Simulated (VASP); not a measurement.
# FeNi3 (Awaruite): structure and properties in VASP, part 5 of 5

Aim: relax FeNi3 (Awaruite), then compute properties on the relaxed cell. The start is a cell from a database of measured crystal structures.

VASP 6.6.1; LAK, spin-polarised from a ferromagnetic start; plane waves and PAW (Ni, Fe).

Still holding for the runs below: The magnetic state follows from one typed start and may not be the lowest. The k-mesh is coarse for a metal.

So far, moment of the cell, from the last line of the log (μB): step 2 (full relaxation (LAK)) 5.53; step 3 (second relaxation) 5.53; step 6 (total and projected DOS (LAK)) 5.54; step 7 (volume scan with LAK, volume scale 0.94) 5.37; step 8 (volume scan with LAK, volume scale 0.96) 5.42.

## 12. Volume scan with LAK, volume scale 1.04

INCAR reads:

```
SYSTEM = FeNi3
PREC = Accurate
ENCUT = 400
EDIFF = 1E-06
NELM = 100
ISMEAR = -1
SIGMA = 0.05
LREAL = .FALSE.
ALGO = Normal
METAGGA = LAK
LASPH = .TRUE.
NBANDS = 27
ISPIN = 2
MAGMOM = 0.827 0.827 0.827 3.312
LMAXMIX = 4
LORBIT = 11
LWAVE = .FALSE.
LCHARG = .FALSE.
KPAR = 2
ISIF = 2
```

POSCAR reads:

```
FeNi3
1.0
    3.6236991678      0.0000000000      0.0000000000
    0.0000000000      3.6236991678      0.0000000000
    0.0000000000      0.0000000000      3.6236991678
Ni Fe
3 1
Direct
    0.5000000000      0.5000000000      0.0000000000
    0.5000000000      0.0000000000      0.5000000000
    0.0000000000      0.5000000000      0.5000000000
    0.0000000000      0.0000000000      0.0000000000
```

KPOINTS reads:

```
Automatic mesh
0
Gamma
6 6 6
0 0 0
```

PAW data sets: Ni and Fe (PBE family, release 64).

Run with:

```sh
$ mpirun -np 2 vasp_std
```

Log:

```text
[... set-up lines as in an earlier step ...]
 entering main loop
       N       E                     dE             d eps       ncg     rms          rms(c)
DAV:   1     0.264065350029E+03    0.26407E+03   -0.14710E+04  2296   0.163E+03
DAV:   2     0.228652836073E+02   -0.24120E+03   -0.23067E+03  2160   0.327E+02
DAV:   3     0.976789921936E+01   -0.13097E+02   -0.12422E+02  2242   0.107E+02
DAV:   4     0.960531582334E+01   -0.16258E+00   -0.16227E+00  2378   0.125E+01
[...]
DAV:  18     0.288743436920E+02    0.24976E-04   -0.26919E-05  2327   0.754E-02    0.188E-02
DAV:  19     0.288743529430E+02    0.92510E-05   -0.53349E-06  2602   0.308E-02    0.974E-03
DAV:  20     0.288743537975E+02    0.85448E-06   -0.79659E-07  1384   0.156E-02
   1 F= 0.28874354E+02 E0= 0.28881693E+02  d E =-.146777E-01  mag=     5.6082
```

Wall time 47 s (2 MPI ranks of Intel Xeon Platinum 8488C (Sapphire Rapids), shared host); peak memory 0.31 GiB; 92 s of CPU time.

From OUTCAR (step 12):

```text
  Total       -1.9484705     -1.9484705     -1.9484705     -0.0000000     -0.0000000      0.0000000
  in kB      -65.6066728    -65.6066728    -65.6066728     -0.0000000     -0.0000000      0.0000000
  external PRESSURE =     -65.6066728 kB  Pullay stress =       0.0000000 kB

 POSITION                                       TOTAL-FORCE (eV/Angst)
 -----------------------------------------------------------------------------------
      1.81185      1.81185      0.00000         0.000000      0.000000      0.000000
      1.81185      0.00000      1.81185         0.000000      0.000000      0.000000
      0.00000      1.81185      1.81185         0.000000      0.000000      0.000000
      0.00000      0.00000      0.00000         0.000000      0.000000      0.000000
 -----------------------------------------------------------------------------------
    total drift:                                0.000000     -0.000000     -0.000000

  FREE ENERGIE OF THE ION-ELECTRON SYSTEM (eV)
  ---------------------------------------------------
  free  energy   TOTEN  =        28.8743537975 eV

  energy  without entropy=       28.8890315269  energy(sigma->0) =       28.88169266

 magnetization (x)
# of ion       s       p       d       tot
------------------------------------------
    1       -0.031  -0.110   0.999   0.858
    2       -0.031  -0.110   0.999   0.858
    3       -0.031  -0.110   0.999   0.858
    4        0.022  -0.048   3.375   3.349
--------------------------------------------------
tot         -0.071  -0.379   6.372   5.922

[... 1 part as in an earlier step ...]

[... 2 further parts left out ...]
[key lines of the parts left out:]
E-fermi :   8.3695
```

The pressure falls from -3.32 to -6.56 GPa.

The run ends at a pressure of -6.56 GPa.

## 13. Volume scan with LAK, volume scale 1.06

A prediction first. A parabola through the 6 pressures of evenly scaled cells so far, P = -0.01 -178.4 t +340 t² GPa with t = ln(V/V₁) and V₁ the volume at scale 1, gives -9.25 GPa at t = +0.0583.

INCAR is that of step 12.

POSCAR reads:

```
FeNi3
1.0
    3.6467806765      0.0000000000      0.0000000000
    0.0000000000      3.6467806765      0.0000000000
    0.0000000000      0.0000000000      3.6467806765
Ni Fe
3 1
Direct
    0.5000000000      0.5000000000      0.0000000000
    0.5000000000      0.0000000000      0.5000000000
    0.0000000000      0.5000000000      0.5000000000
    0.0000000000      0.0000000000      0.0000000000
```

KPOINTS is that of step 12.

Run with:

```sh
$ mpirun -np 2 vasp_std
```

Log:

```text
[... set-up lines as in an earlier step ...]
 entering main loop
       N       E                     dE             d eps       ncg     rms          rms(c)
DAV:   1     0.267429582434E+03    0.26743E+03   -0.14721E+04  2224   0.161E+03
DAV:   2     0.228179965283E+02   -0.24461E+03   -0.23366E+03  2160   0.328E+02
DAV:   3     0.962298607032E+01   -0.13195E+02   -0.12444E+02  2249   0.107E+02
DAV:   4     0.945797256128E+01   -0.16501E+00   -0.16467E+00  2379   0.125E+01
[...]
DAV:  22     0.289158674188E+02   -0.37386E-05   -0.26874E-07  1188   0.603E-03    0.184E-03
DAV:  23     0.289158661336E+02   -0.12852E-05   -0.69261E-08  1167   0.269E-03    0.132E-03
DAV:  24     0.289158659595E+02   -0.17417E-06   -0.16068E-08  1155   0.130E-03
   1 F= 0.28915866E+02 E0= 0.28922860E+02  d E =-.139885E-01  mag=     5.6248
```

Run time: 80 s. Hardware: 2 MPI ranks; peak memory 0.32 GiB; 2.6 min of CPU time.

Parts of OUTCAR (step 13):

```text
  Total       -2.8719432     -2.8719432     -2.8719432      0.0000000      0.0000000      0.0000000
  in kB      -94.8762458    -94.8762458    -94.8762458      0.0000000      0.0000000      0.0000000
  external PRESSURE =     -94.8762458 kB  Pullay stress =       0.0000000 kB

 POSITION                                       TOTAL-FORCE (eV/Angst)
 -----------------------------------------------------------------------------------
      1.82339      1.82339      0.00000         0.000000      0.000000      0.000000
      1.82339      0.00000      1.82339         0.000000      0.000000      0.000000
      0.00000      1.82339      1.82339         0.000000      0.000000      0.000000
      0.00000      0.00000      0.00000         0.000000      0.000000      0.000000
 -----------------------------------------------------------------------------------
    total drift:                                0.000000     -0.000000     -0.000000

  FREE ENERGIE OF THE ION-ELECTRON SYSTEM (eV)
  ---------------------------------------------------
  free  energy   TOTEN  =        28.9158659595 eV

  energy  without entropy=       28.9298544158  energy(sigma->0) =       28.92286019

 magnetization (x)
# of ion       s       p       d       tot
------------------------------------------
    1       -0.031  -0.109   1.007   0.867
    2       -0.031  -0.109   1.007   0.867
    3       -0.031  -0.109   1.007   0.867
    4        0.022  -0.048   3.391   3.364
--------------------------------------------------
tot         -0.070  -0.376   6.412   5.966

[... 1 part as in an earlier step ...]

[... 2 further parts left out ...]
[key lines of the parts left out:]
E-fermi :   8.1437
```

The pressure falls from -6.56 to -9.49 GPa. The parabola predicted -9.25 GPa, +0.24 GPa off.

## 14. Comparing the runs

Times are for 2 MPI ranks of Intel Xeon Platinum 8488C (Sapphire Rapids), shared host. Results by setting:

```
no.  volume scale  energy above the lowest point (meV/atom)  pressure (GPa)     time  memory (GiB)
  1          0.94                                     27.93           12.41  1.7 min          0.32
  2          0.96                                     12.87           7.709     85 s          0.32
  3          0.98                                       3.8           3.679     71 s          0.31
  4             1                                         0         0.06694     55 s          0.32
  5          1.02                                      1.06          -3.323     56 s          0.32
  6          1.04                                      6.67          -6.561     47 s          0.31
  7          1.06                                     16.96          -9.488     80 s          0.32
```

## 15. Fit for LAK

This step: Birch-Murnaghan fit, LAK; plane waves and PAW (VASP 6.6.1).

Derived from the runs above.

The fit is poor or the pressure derivative of its modulus unusual (most solids lie near 4 to 5), which can come from the mesh or from a state that changes along the scan.

Numbers from this step:

```
pressure derivative of the bulk modulus : 2.473
r.m.s. error of the fit                 : 7.79e-5 eV/atom
minimum inside the sampled range        : yes
bulk modulus                            : 172.1 GPa
equilibrium volume of the fit           : 11.50 Å³/atom
```

Table of energy above the fitted minimum by volume:

```
volume (Å³/atom)  energy above the fitted minimum (eV/atom)
          10.752                                     0.0282
          10.981                                     0.0131
          11.210                                    0.00406
          11.438                                     2.6e-4
          11.667                                    0.00132
          11.896                                    0.00693
          12.125                                     0.0172
```

The fitted volume lies +0.53 % from the relaxed one.

## 16. What came out

- relaxed volume: 11.44 Å³/atom
- relaxed conventional cell a, b, c: 3.577, 3.577, 3.577 Å
- space group after relaxing, within 0.02 Å: Pm-3m (No. 221)
- moment of the cell (8×8×8 mesh): 5.54 μB
- largest site moment (8×8×8 mesh): 3.33 μB on Fe4
- band gap: none, a metal
- DOS at the Fermi level: 1.99 states/eV/cell
- bulk modulus from the fit: 172 GPa
- volume from the fit: 11.5 Å³/atom

What this shows: With LAK, FeNi3 (Awaruite) relaxes to 11.44 Å³/atom in space group Pm-3m, comes out as a metal, keeps moments of up to 3.33 μB (8×8×8 mesh) and has a bulk modulus of 172 GPa. Against the listed cell the volume lies +2.7 %. Bands along the symmetry lines (LAK), spin up: Of the bands kept, 3 cross the Fermi level on this path. Bands along the symmetry lines (LAK), spin down: Of the bands kept, 4 cross the Fermi level on this path. The k-sampling is coarse for a metal, so the Fermi level, moments, pressures and the shape of the cell carry errors. Only the typed magnetic starts were tried, so the magnetic ground state may differ and with it the other results. No search among competing phases was made, and a listed structure need not be the one stable at ambient conditions. All values are for a static lattice at zero temperature.

[Lines on the potential files, build, host, timing and source positions are cut from VASP's logs without a mark.]

[Logs are printed without paths, hosts, clocks, repeated set-up lines and the standing remarks that a program may print on its own settings, such as how far it seeks lower states.]

[Hosts, paths, dates, database ids (printed as entryN), source tags and the programs' standing remarks are cut or masked in the printed files.]

[A measured line is paired with the nearest computed mode of its activity, which favours agreement.]
